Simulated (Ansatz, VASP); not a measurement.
# TaAl20 (S5(210) boundary in fcc Al with Ta (substitutional)): VASP beside Ansatz, part 3 of 3

Wanted: the spread between two codes on one cell, functional and k mesh. Of the first pair: The structure shown is the start of the Ansatz relaxation below; VASP solves that cell, so the two are compared at the walk's first step.

VASP 6.6.1 and Ansatz 0.2.0.

So far. Step 4 (Comparison): The forces differ by 0.6 meV/Å r.m.s., which is 0.4 % of the r.m.s. force of 0.173 eV/Å (both taken over all components).

**6. VASP: single point, PBE, relaxed cell, pair 2**

Level of this step: PBE; plane waves and PAW (Al, Ta_pv) (VASP).

The same cell, functional, mesh and smearing now go to VASP, with its own data sets.

INCAR reads:

```
SYSTEM = TaAl20
PREC = Accurate
ENCUT = 400
EDIFF = 1E-06
NELM = 120
ISMEAR = -1
SIGMA = 0.1
LREAL = .FALSE.
ALGO = Normal
GGA = PE
NBANDS = 56
LASPH = .TRUE.
LORBIT = 11
LWAVE = .FALSE.
LCHARG = .FALSE.
ISIF = 2
GGA_COMPAT = .FALSE.
KPAR = 4
```

POSCAR reads:

```
TaAl20
1.0
    4.9577304970      0.0000000000      0.0000000000
    1.6525768323      3.6952741352      0.0000000000
    0.0000000000      0.0000000000     30.0082257911
Al Ta
20 1
Direct
    0.6000000000      0.7000000000      0.1666209804
    0.2000000000      0.4000000000      0.1967844967
    0.8000000000      0.1000000000      0.2269480130
    0.4000000000      0.8000000000      0.2571115294
    0.0155925675      0.4922037162      0.2875054963
    0.6238372769      0.1880813616      0.3179990291
    0.2396525353      0.8801737324      0.3484830395
    0.8473688957      0.5763155522      0.3771362557
    0.4355678479      0.2822160760      0.4126985046
    0.6503762113      0.6748118944      0.4625044191
    0.2425868591      0.8787065704      0.5227480037
    0.6670928971      0.1664535514      0.5272794956
    0.0263316492      0.4868341754      0.5763409913
    0.4404811082      0.7797594459      0.6067962078
    0.8221350635      0.0889324682      0.6351036461
    0.2212981826      0.3893509087      0.6657796569
    0.6051100548      0.6974449726      0.6969136302
    0.0016182467      0.9991908766      0.7264684695
    0.3897084648      0.3051457676      0.7614729935
    0.7832378984      0.6083810508      0.7841580189
    0.0301632504      0.9849183748      0.4360132336
```

KPOINTS reads:

```
Automatic mesh
0
Gamma
6 6 1
0 0 0
```

The projector-augmented-wave data sets are Al and Ta_pv (PBE family, release 64).

The run is started by

```sh
> mpirun -np 4 vasp_std
```

Numbers of over 12 decimals in the logs are rounded to 6 here.

Log:

```text
[banner, memory and clock lines left out]
running    4 mpi-ranks, on    1 nodes
[...]
[... a notice as in an earlier step ...]

 LDA part: xc-table for (Slater+PW92), standard interpolation
 POSCAR, INCAR and KPOINTS ok, starting setup
[...]
entering main loop
       N       E                     dE             d eps       ncg     rms          rms(c)
DAV:   1     0.133336673486E+03    0.13334E+03   -0.22702E+04  1624   0.802E+02
DAV:   2    -0.731084947856E+02   -0.20645E+03   -0.19356E+03  1728   0.147E+02
DAV:   3    -0.863545592144E+02   -0.13246E+02   -0.12620E+02  2112   0.314E+01
DAV:   4    -0.869889633047E+02   -0.63440E+00   -0.62944E+00  2272   0.697E+00
[...]
DAV:  24    -0.840607488882E+02   -0.16330E-04   -0.10999E-06  1400   0.226E-03    0.291E-03
DAV:  25    -0.840607529610E+02   -0.40727E-05   -0.42003E-07  1328   0.169E-03    0.589E-04
DAV:  26    -0.840607537073E+02   -0.74634E-06   -0.87107E-08  1168   0.872E-04
   1 F= -.84060754E+02 E0= -.83924687E+02  d E =-.272133E+00
```

OUTCAR, selected parts (step 6):

```text
  Total       -2.5151369     -6.1060405     -0.7053330     -2.0073761     -0.1915535      0.4283266
  in kB       -7.3299720    -17.7950972     -2.0555824     -5.8501829     -0.5582526      1.2482907
  external PRESSURE =      -9.0602172 kB  Pullay stress =       0.0000000 kB

 POSITION                                       TOTAL-FORCE (eV/Angst)
 -----------------------------------------------------------------------------------
      4.13144      2.58669      5.00000        -0.099321      0.044418      0.244958
      1.65258      1.47811      5.90515         0.014072     -0.006293     -0.196552
      4.13144      0.36953      6.81031        -0.005181      0.002317      0.023290
      3.30515      2.95622      7.71546         0.066191     -0.029602     -0.040231
      0.89071      1.81883      8.62753        -0.000655      0.000293     -0.005364
      3.40364      0.69501      9.54259         0.002257     -0.001009      0.012387
      2.64269      3.25248     10.45736         0.005934     -0.002654     -0.004348
      5.15343      2.12964     11.31719        -0.009025      0.004036     -0.017202
      2.62581      1.04287     12.38435         0.006865     -0.003070     -0.001368
      4.33957      2.49361     13.87894        -0.010084      0.004510      0.004178
      2.65481      3.24706     15.68674        -0.008020      0.003587      0.005178
      3.58234      0.61509     15.82272         0.003500     -0.001565      0.004590
      0.93508      1.79899     17.29497         0.009504     -0.004250     -0.002025
      3.47240      2.88142     18.20888         0.000340     -0.000152     -0.013213
[...]
-----------------------------------------------------------------------------------
    total drift:                               -0.000091      0.000045     -0.000180

  FREE ENERGIE OF THE ION-ELECTRON SYSTEM (eV)
  ---------------------------------------------------
  free  energy   TOTEN  =       -84.0607537073 eV

  energy  without entropy=      -83.7886202947  energy(sigma->0) =      -83.92468700

[... 2 parts as in an earlier step ...]

[... 1 further part left out ...]
[key lines of the parts left out:]
E-fermi :   3.4350
```

**7. Comparison**

What differs besides the data sets and the points named for the pairs above, as far as they apply: the data sets hold 73 valence electrons in Ansatz (on its PAW soft_1 files) and 71 in VASP. Total energies have different zeros and are not compared.

Forces on 9 of the 21 atoms, those with the largest forces and the largest differences (eV/Å; atoms numbered as in POSCAR):

| atom | Ansatz x, y, z | VASP x, y, z |
| --- | --- | --- |
| Al1 | -0.099, 0.044, 0.244 | -0.099, 0.044, 0.245 |
| Al2 | 0.014, -0.006, -0.197 | 0.014, -0.006, -0.197 |
| Al3 | -0.005, 0.002, 0.023 | -0.005, 0.002, 0.023 |
| Al4 | 0.067, -0.030, -0.040 | 0.066, -0.030, -0.040 |
| Al7 | 0.004, -0.002, -0.003 | 0.006, -0.003, -0.004 |
| Al8 | -0.008, 0.004, -0.013 | -0.009, 0.004, -0.017 |
| Al11 | -0.009, 0.004, 0.003 | -0.008, 0.004, 0.005 |
| Al14 | 0.000, 0.000, -0.013 | 0.000, 0.000, -0.013 |
| Ta21 | 0.021, -0.009, -0.002 | 0.020, -0.009, -0.004 |

The forces differ by 0.9 meV/Å r.m.s., which is 2.1 % of the r.m.s. force of 0.044 eV/Å (both taken over all components).

**8. What came out**

- r.m.s. force difference (single point, PBE, start cell, pair 1): 0.63 meV/Å
- r.m.s. force difference (single point, PBE, relaxed cell, pair 2): 0.9 meV/Å

What this shows: The r.m.s. force difference is 0.9 meV/Å (single point, PBE, relaxed cell, pair 2), within the 12 meV/Å picked in this series as the mark of a large difference. The data sets hold unlike numbers of valence electrons (73 in Ansatz and 71 in VASP), so part of the differences comes from the potentials. How closely two codes agree says nothing of how well the functional describes the real material.

[Lines on the potential files, build, host, timing and source positions are cut from VASP's logs without a mark.]

[Logs are printed without paths, hosts, clocks, repeated set-up lines and the standing remarks that a program may print on its own settings, such as how far it seeks lower states.]

[Hosts, paths, dates, database ids (printed as entryN), source tags and the programs' standing remarks are cut or masked in the printed files.]
